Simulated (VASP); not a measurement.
# GW on BN (Qingsongite), part 3 of 4

Wanted: how far GW moves the Kohn-Sham levels of BN (Qingsongite). The cell is of the zinc-blende type, one of the forms listed for this formula. The start is a cell from a database of measured crystal structures.

VASP 6.6.1, plane waves and PAW; the level of theory is named at each step.

So far, quasiparticle gap on the mesh (eV): step 4 (G0W0, ENCUTGW 80, bands in the sums 32) 5.55; step 6 (G0W0, ENCUTGW 100, bands in the sums 32) 5.68.

### Step 8. G0W0, ENCUTGW 120, bands in the sums 40

This step: G0W0 on PBE; plane waves and PAW (N_GW, B_GW) (VASP 6.6.1).

ENCUTGW rises to 120 eV and the bands with it, to about the number of plane waves under that cutoff.

File INCAR:

```
SYSTEM = BN
PREC = Accurate
ENCUT = 450
ISMEAR = 0
SIGMA = 0.01
LREAL = .FALSE.
GGA = PE
NBANDS = 40
ALGO = EVGW0
NELMGW = 1
ENCUTGW = 120
NOMEGA = 64
PRECFOCK = Fast
NBANDSGW = 16
LWAVE = .FALSE.
LCHARG = .FALSE.
```

File POSCAR:

```
BN
1.0
    0.0000000000      1.8075000000      1.8075000000
    1.8075000000      0.0000000000      1.8075000000
    1.8075000000      1.8075000000      0.0000000000
N B
1 1
Direct
    0.7500000000      0.7500000000      0.7500000000
    0.0000000000      0.0000000000      0.0000000000
```

File KPOINTS:

```
Automatic mesh
0
Gamma
4 4 4
0 0 0
```

Potentials, in the order of the species: N_GW and B_GW (PBE family, release 64).

The run is started by

```
> mpirun -np 8 vasp_std
```

The program printed:

```text
[banner, memory and clock lines left out]
running    8 mpi-ranks, on    1 nodes
[...]
[... a notice as in an earlier step ...]

|                                                                             |
|           W    W    AA    RRRRR   N    N  II  N    N   GGGG   !!!           |
|           W    W   A  A   R    R  NN   N  II  NN   N  G    G  !!!           |
|           W    W  A    A  R    R  N N  N  II  N N  N  G       !!!           |
|           W WW W  AAAAAA  RRRRR   N  N N  II  N  N N  G  GGG   !            |
|           WW  WW  A    A  R   R   N   NN  II  N   NN  G    G                |
|           W    W  A    A  R    R  N    N  II  N    N   GGGG   !!!           |
|                                                                             |
|     The default for ENCUTGWSOFT is different in this version of VASP.       |
|     please manually set ENCUTGWSOFT =120 in the INCAR file.                 |
|                                                                             |

[...]
total number of BLAS operations          1.38 Gflops
NQ=   4    0.2500    0.2500    0.0000,
|.........|.........|.........|.........|.........|.........|.........|.........
 performed        210000 updates of chi_q(r,r)
 total number of BLAS operations          2.33 Gflops
NQ=   5    0.5000    0.2500    0.0000,
|.........|.........|.........|.........|.........|.........|.........|.........
 performed        302000 updates of chi_q(r,r)
 total number of BLAS operations          3.14 Gflops
NQ=   6   -0.2500    0.2500    0.0000,
|.........|.........|.........|.........|.........|.........|.........|.........
 performed        384000 updates of chi_q(r,r)
 total number of BLAS operations          3.90 Gflops
NQ=   7    0.5000    0.5000    0.0000,
|.........|.........|.........|.........|.........|.........|.........|.........
 performed        430000 updates of chi_q(r,r)
 total number of BLAS operations          4.50 Gflops
NQ=   8   -0.2500    0.5000    0.2500,
|.........|.........|.........|.........|.........|.........|.........|.........
 performed        491000 updates of chi_q(r,r)
 total number of BLAS operations          5.00 Gflops
 resolving degeneracies of screened two electron integrals

 calculate QP shifts <psi_nk| G(iteration)W_0 |psi_nk>: iteration 1
 entering main loop
[key lines of the parts left out:]
E-fermi :   9.7158
```

Run time: 2.4 s. Hardware: 8 MPI ranks of Intel Xeon Platinum 8488C (Sapphire Rapids), shared host; peak memory 0.8 GiB; 13 s of CPU time.

OUTCAR, selected parts (step 8):

```text
 QP shifts <psi_nk| G(iteration)W_0 |psi_nk>: iteration 1
 for sc-GW calculations column KS-energies equals QP-energies in previous step
 and V_xc(KS)=  KS-energies - (<T + V_ion + V_H > + <T+V_H+V_ion>^1  + <V_x>^1)
 k-point   1 :       0.0000    0.0000    0.0000
  band No.  KS-energies  QP-energies   sigma(KS)   V_xc(KS)     V^pw_x(r,r')   Z            occupation Imag(sigma)
      1     -12.7510     -14.5875     -17.8380     -15.4826     -26.4842       0.7797       2.0000       1.4115
      2       7.4978       6.9153     -18.9940     -18.2876     -22.0905       0.8246       2.0000       0.0688
      3       7.4978       6.9153     -18.9940     -18.2876     -22.0905       0.8246       2.0000       0.0688
      4       7.4978       6.9153     -18.9940     -18.2876     -22.0905       0.8246       2.0000       0.0688
      5      16.2903      17.7237     -12.0553     -13.7819      -6.8905       0.8301       0.0000      -0.0906
      6      16.2903      17.7237     -12.0553     -13.7819      -6.8905       0.8301       0.0000      -0.0906
      7      16.2903      17.7237     -12.0553     -13.7819      -6.8905       0.8301       0.0000      -0.0906
      8      17.8319      19.1148     -13.8578     -15.4314      -8.2744       0.8153       0.0000      -0.1109
    ...

[... 1 part as in an earlier step ...]

[... 2 further parts left out ...]
[key lines of the parts left out:]
E-fermi :   9.7158
```

The gap is now 5.778 eV, +100 meV against the GW run before.

### Step 9. Empty bands

This step: PBE; plane waves and PAW (N_GW, B_GW) (VASP 6.6.1).

The empty bands are made again, for the run that follows.

File INCAR:

```
SYSTEM = BN
PREC = Accurate
ENCUT = 450
ISMEAR = 0
SIGMA = 0.01
LREAL = .FALSE.
GGA = PE
NBANDS = 48
ALGO = Exact
NELM = 1
LWAVE = .TRUE.
LCHARG = .FALSE.
LOPTICS = .TRUE.
NEDOS = 1000
CSHIFT = 0.1
```

POSCAR is that of step 8.

KPOINTS is that of step 8.

The run is started by

```
> mpirun -np 8 vasp_std
```

The program printed:

```text
[banner, memory and clock lines left out]
running    8 mpi-ranks, on    1 nodes
[...]
[... a notice as in an earlier step ...]

 LDA part: xc-table for (Slater+PW92), standard interpolation
 found WAVECAR, reading the header
  number of bands has changed, file:    10 present:    48
  trying to continue reading WAVECAR, but it might fail
 POSCAR, INCAR and KPOINTS ok, starting setup
[...]
reading WAVECAR
 random initialization beyond band           10
 the WAVECAR file was read successfully
 initial charge from wavefunction
 entering main loop
       N       E                     dE             d eps       ncg     rms          rms(c)
[... 1 cycle as in an earlier step ...]
   1 F= -.17372505E+02 E0= -.17372505E+02  d E =-.578619E-34
 writing wavefunctions
 optical routines
 imaginary and real dielectric function
 recalculating local potential from charge density
 direction            1
 direction            2
 direction            3
```

Wall time 1.2 s (8 MPI ranks); peak memory 0.81 GiB; 4.1 s of CPU time.

Parts of OUTCAR (step 9):

```text
  Total        0.0007386      0.0007386      0.0007386     -0.0000000     -0.0000000     -0.0000000
  in kB        0.1001964      0.1001964      0.1001964     -0.0000000     -0.0000000     -0.0000000
  external PRESSURE =       0.1001964 kB  Pullay stress =       0.0000000 kB

[... 4 parts as in an earlier step ...]

[... 2 further parts left out ...]
[key lines of the parts left out:]
E-fermi :   7.5818
```

WAVECAR now holds 48 bands for 8 electrons.

### Step 10. G0W0, ENCUTGW 145, bands in the sums 48

This step: G0W0 on PBE; plane waves and PAW (N_GW, B_GW) (VASP 6.6.1).

ENCUTGW rises to 145 eV and the bands with it, to about the number of plane waves under that cutoff.

File INCAR:

```
SYSTEM = BN
PREC = Accurate
ENCUT = 450
ISMEAR = 0
SIGMA = 0.01
LREAL = .FALSE.
GGA = PE
NBANDS = 48
ALGO = EVGW0
NELMGW = 1
ENCUTGW = 145
NOMEGA = 64
PRECFOCK = Fast
NBANDSGW = 16
LWAVE = .FALSE.
LCHARG = .FALSE.
```

POSCAR is that of step 9.

KPOINTS is that of step 9.

The run is started by

```
> mpirun -np 8 vasp_std
```

The program printed:

```text
[banner, memory and clock lines left out]
running    8 mpi-ranks, on    1 nodes
[...]
[... a notice as in an earlier step ...]

|                                                                             |
|           W    W    AA    RRRRR   N    N  II  N    N   GGGG   !!!           |
|           W    W   A  A   R    R  NN   N  II  NN   N  G    G  !!!           |
|           W    W  A    A  R    R  N N  N  II  N N  N  G       !!!           |
|           W WW W  AAAAAA  RRRRR   N  N N  II  N  N N  G  GGG   !            |
|           WW  WW  A    A  R   R   N   NN  II  N   NN  G    G                |
|           W    W  A    A  R    R  N    N  II  N    N   GGGG   !!!           |
|                                                                             |
|     The default for ENCUTGWSOFT is different in this version of VASP.       |
|     please manually set ENCUTGWSOFT =145 in the INCAR file.                 |
|                                                                             |

[...]
total number of BLAS operations          3.13 Gflops
NQ=   4    0.2500    0.2500    0.0000,
|.........|.........|.........|.........|.........|.........|.........|.........
 performed        253000 updates of chi_q(r,r)
 total number of BLAS operations          4.81 Gflops
NQ=   5    0.5000    0.2500    0.0000,
|.........|.........|.........|.........|.........|.........|.........|.........
 performed        364000 updates of chi_q(r,r)
 total number of BLAS operations          6.70 Gflops
NQ=   6   -0.2500    0.2500    0.0000,
|.........|.........|.........|.........|.........|.........|.........|.........
 performed        463000 updates of chi_q(r,r)
 total number of BLAS operations          8.61 Gflops
NQ=   7    0.5000    0.5000    0.0000,
|.........|.........|.........|.........|.........|.........|.........|.........
 performed        519000 updates of chi_q(r,r)
 total number of BLAS operations          9.33 Gflops
NQ=   8   -0.2500    0.5000    0.2500,
|.........|.........|.........|.........|.........|.........|.........|.........
 performed        593000 updates of chi_q(r,r)
 total number of BLAS operations         10.49 Gflops
 resolving degeneracies of screened two electron integrals

 calculate QP shifts <psi_nk| G(iteration)W_0 |psi_nk>: iteration 1
 entering main loop
[key lines of the parts left out:]
E-fermi :   9.7158
```

It took 2.8 s on 8 MPI ranks; peak memory 0.83 GiB.

From OUTCAR (step 10):

```text
 QP shifts <psi_nk| G(iteration)W_0 |psi_nk>: iteration 1
 for sc-GW calculations column KS-energies equals QP-energies in previous step
 and V_xc(KS)=  KS-energies - (<T + V_ion + V_H > + <T+V_H+V_ion>^1  + <V_x>^1)
 k-point   1 :       0.0000    0.0000    0.0000
  band No.  KS-energies  QP-energies   sigma(KS)   V_xc(KS)     V^pw_x(r,r')   Z            occupation Imag(sigma)
      1     -12.7510     -14.6671     -17.9384     -15.4826     -26.4842       0.7802       2.0000       1.4210
      2       7.4978       6.7826     -19.1561     -18.2876     -22.0905       0.8235       2.0000       0.0697
      3       7.4978       6.7826     -19.1561     -18.2876     -22.0905       0.8235       2.0000       0.0697
      4       7.4978       6.7826     -19.1561     -18.2876     -22.0905       0.8235       2.0000       0.0697
      5      16.2903      17.6511     -12.1413     -13.7819      -6.8905       0.8294       0.0000      -0.0913
      6      16.2903      17.6511     -12.1413     -13.7819      -6.8905       0.8294       0.0000      -0.0913
      7      16.2903      17.6511     -12.1413     -13.7819      -6.8905       0.8294       0.0000      -0.0913
      8      17.8319      19.0435     -13.9412     -15.4314      -8.2744       0.8130       0.0000      -0.1128
    ...

[... 1 part as in an earlier step ...]

[... 2 further parts left out ...]
[key lines of the parts left out:]
E-fermi :   9.7158
```

The gap is now 5.869 eV, +91 meV against the GW run before.

### Step 11. Empty bands

This step: PBE; plane waves and PAW (N_GW, B_GW) (VASP 6.6.1).

The empty bands are made again, for the run that follows.

File INCAR:

```
SYSTEM = BN
PREC = Accurate
ENCUT = 450
ISMEAR = 0
SIGMA = 0.01
LREAL = .FALSE.
GGA = PE
NBANDS = 64
ALGO = Exact
NELM = 1
LWAVE = .TRUE.
LCHARG = .FALSE.
LOPTICS = .TRUE.
NEDOS = 1000
CSHIFT = 0.1
```

POSCAR is that of step 10.

KPOINTS is that of step 10.

The run is started by

```
> mpirun -np 8 vasp_std
```

The program printed:

```text
[banner, memory and clock lines left out]
running    8 mpi-ranks, on    1 nodes
[...]
[... a notice as in an earlier step ...]

 LDA part: xc-table for (Slater+PW92), standard interpolation
 found WAVECAR, reading the header
  number of bands has changed, file:    10 present:    64
  trying to continue reading WAVECAR, but it might fail
 POSCAR, INCAR and KPOINTS ok, starting setup
[...]
reading WAVECAR
 random initialization beyond band           10
 the WAVECAR file was read successfully
 initial charge from wavefunction
 entering main loop
       N       E                     dE             d eps       ncg     rms          rms(c)
[... 1 cycle as in an earlier step ...]
   1 F= -.17372505E+02 E0= -.17372505E+02  d E =-.168719-166
 writing wavefunctions
 optical routines
 imaginary and real dielectric function
 recalculating local potential from charge density
 direction            1
 direction            2
 direction            3
```

Elapsed: 1.2 s, on 8 MPI ranks; peak memory 0.8 GiB; 4.6 s of CPU time.

From OUTCAR (step 11):

```text
  Total        0.0007386      0.0007386      0.0007386      0.0000000      0.0000000      0.0000000
  in kB        0.1001964      0.1001964      0.1001964      0.0000000      0.0000000      0.0000000
  external PRESSURE =       0.1001964 kB  Pullay stress =       0.0000000 kB

 POSITION                                       TOTAL-FORCE (eV/Angst)
 -----------------------------------------------------------------------------------
      2.71125      2.71125      2.71125        -0.000000      0.000000      0.000000
      0.00000      0.00000      0.00000         0.000000     -0.000000     -0.000000
 -----------------------------------------------------------------------------------
    total drift:                               -0.000001     -0.000001     -0.000001

[... 3 parts as in an earlier step ...]

[... 2 further parts left out ...]
[key lines of the parts left out:]
E-fermi :   7.6917
```

WAVECAR now holds 64 bands for 8 electrons.

### Step 12. G0W0, ENCUTGW 170, bands in the sums 64

This step: G0W0 on PBE; plane waves and PAW (N_GW, B_GW) (VASP 6.6.1).

ENCUTGW rises to 170 eV and the bands with it, to about the number of plane waves under that cutoff.

File INCAR:

```
SYSTEM = BN
PREC = Accurate
ENCUT = 450
ISMEAR = 0
SIGMA = 0.01
LREAL = .FALSE.
GGA = PE
NBANDS = 64
ALGO = EVGW0
NELMGW = 1
ENCUTGW = 170
NOMEGA = 64
PRECFOCK = Fast
NBANDSGW = 16
LWAVE = .FALSE.
LCHARG = .FALSE.
```

POSCAR is that of step 11.

KPOINTS is that of step 11.

The run is started by

```
> mpirun -np 8 vasp_std
```

The program printed:

```text
[banner, memory and clock lines left out]
running    8 mpi-ranks, on    1 nodes
[...]
[... a notice as in an earlier step ...]

|                                                                             |
|           W    W    AA    RRRRR   N    N  II  N    N   GGGG   !!!           |
|           W    W   A  A   R    R  NN   N  II  NN   N  G    G  !!!           |
|           W    W  A    A  R    R  N N  N  II  N N  N  G       !!!           |
|           W WW W  AAAAAA  RRRRR   N  N N  II  N  N N  G  GGG   !            |
|           WW  WW  A    A  R   R   N   NN  II  N   NN  G    G                |
|           W    W  A    A  R    R  N    N  II  N    N   GGGG   !!!           |
|                                                                             |
|     The default for ENCUTGWSOFT is different in this version of VASP.       |
|     please manually set ENCUTGWSOFT =170 in the INCAR file.                 |
|                                                                             |

[...]
total number of BLAS operations          7.87 Gflops
NQ=   4    0.2500    0.2500    0.0000,
|.........|.........|.........|.........|.........|.........|.........|.........
 performed        343000 updates of chi_q(r,r)
 total number of BLAS operations         10.88 Gflops
NQ=   5    0.5000    0.2500    0.0000,
|.........|.........|.........|.........|.........|.........|.........|.........
 performed        492000 updates of chi_q(r,r)
 total number of BLAS operations         15.04 Gflops
NQ=   6   -0.2500    0.2500    0.0000,
|.........|.........|.........|.........|.........|.........|.........|.........
 performed        625000 updates of chi_q(r,r)
 total number of BLAS operations         18.75 Gflops
NQ=   7    0.5000    0.5000    0.0000,
|.........|.........|.........|.........|.........|.........|.........|.........
 performed        700000 updates of chi_q(r,r)
 total number of BLAS operations         21.23 Gflops
NQ=   8   -0.2500    0.5000    0.2500,
|.........|.........|.........|.........|.........|.........|.........|.........
 performed        800000 updates of chi_q(r,r)
 total number of BLAS operations         23.75 Gflops
 resolving degeneracies of screened two electron integrals

 calculate QP shifts <psi_nk| G(iteration)W_0 |psi_nk>: iteration 1
 entering main loop
[key lines of the parts left out:]
E-fermi :   9.7158
```

The job ended after 3.2 s (8 MPI ranks; peak memory 0.87 GiB; 19 s of CPU time).

OUTCAR, selected parts (step 12):

```text
 QP shifts <psi_nk| G(iteration)W_0 |psi_nk>: iteration 1
 for sc-GW calculations column KS-energies equals QP-energies in previous step
 and V_xc(KS)=  KS-energies - (<T + V_ion + V_H > + <T+V_H+V_ion>^1  + <V_x>^1)
 k-point   1 :       0.0000    0.0000    0.0000
  band No.  KS-energies  QP-energies   sigma(KS)   V_xc(KS)     V^pw_x(r,r')   Z            occupation Imag(sigma)
      1     -12.7510     -14.7658     -18.0474     -15.4826     -26.4842       0.7856       2.0000       1.4244
      2       7.4978       6.6499     -19.3191     -18.2876     -22.0905       0.8220       2.0000       0.0713
      3       7.4978       6.6499     -19.3191     -18.2876     -22.0905       0.8220       2.0000       0.0713
      4       7.4978       6.6499     -19.3191     -18.2876     -22.0905       0.8220       2.0000       0.0713
      5      16.2903      17.5699     -12.2397     -13.7819      -6.8905       0.8297       0.0000      -0.0910
      6      16.2903      17.5699     -12.2397     -13.7819      -6.8905       0.8297       0.0000      -0.0910
      7      16.2903      17.5699     -12.2397     -13.7819      -6.8905       0.8297       0.0000      -0.0910
      8      17.8319      18.9359     -14.0701     -15.4314      -8.2744       0.8110       0.0000      -0.1115
    ...

[... 1 part as in an earlier step ...]

[... 2 further parts left out ...]
[key lines of the parts left out:]
E-fermi :   9.7158
```

The gap is now 5.937 eV, +68 meV against the GW run before.

### Step 13. Empty bands

This step: PBE; plane waves and PAW (N_GW, B_GW) (VASP 6.6.1).

The empty bands are made again, for the run that follows.

File INCAR:

```
SYSTEM = BN
PREC = Accurate
ENCUT = 450
ISMEAR = 0
SIGMA = 0.01
LREAL = .FALSE.
GGA = PE
NBANDS = 80
ALGO = Exact
NELM = 1
LWAVE = .TRUE.
LCHARG = .FALSE.
LOPTICS = .TRUE.
NEDOS = 1000
CSHIFT = 0.1
```

POSCAR is that of step 12.

KPOINTS is that of step 12.

The run is started by

```
> mpirun -np 8 vasp_std
```

The program printed:

```text
[banner, memory and clock lines left out]
running    8 mpi-ranks, on    1 nodes
[...]
[... a notice as in an earlier step ...]

 LDA part: xc-table for (Slater+PW92), standard interpolation
 found WAVECAR, reading the header
  number of bands has changed, file:    10 present:    80
  trying to continue reading WAVECAR, but it might fail
 POSCAR, INCAR and KPOINTS ok, starting setup
[...]
reading WAVECAR
 random initialization beyond band           10
 the WAVECAR file was read successfully
 initial charge from wavefunction
 entering main loop
       N       E                     dE             d eps       ncg     rms          rms(c)
[... 1 cycle as in an earlier step ...]
   1 F= -.17372505E+02 E0= -.17372505E+02  d E =-.299385E-63
 writing wavefunctions
 optical routines
 imaginary and real dielectric function
 recalculating local potential from charge density
 direction            1
 direction            2
 direction            3
```

Run time: 1.2 s. Hardware: 8 MPI ranks; peak memory 0.81 GiB; 4.2 s of CPU time.

Parts of OUTCAR (step 13):

```text
 POSITION                                       TOTAL-FORCE (eV/Angst)
 -----------------------------------------------------------------------------------
      2.71125      2.71125      2.71125         0.000000     -0.000000      0.000000
      0.00000      0.00000      0.00000        -0.000000      0.000000     -0.000000
 -----------------------------------------------------------------------------------
    total drift:                               -0.000001     -0.000001     -0.000001

[... 4 parts as in an earlier step ...]

[... 2 further parts left out ...]
[key lines of the parts left out:]
E-fermi :   7.6153
```

WAVECAR now holds 80 bands for 8 electrons.

(Part 3 of 4 ends here.)

[Lines on the potential files, build, host, timing and source positions are cut from VASP's logs without a mark.]

[Logs are printed without paths, hosts, clocks, repeated set-up lines and the standing remarks that a program may print on its own settings, such as how far it seeks lower states.]

[Hosts, paths, dates, database ids (printed as entryN), source tags and the programs' standing remarks are cut or masked in the printed files.]

[Pressures printed for these runs are not shown converged in the cutoff: they can be off by several GPa and have the wrong sign.]
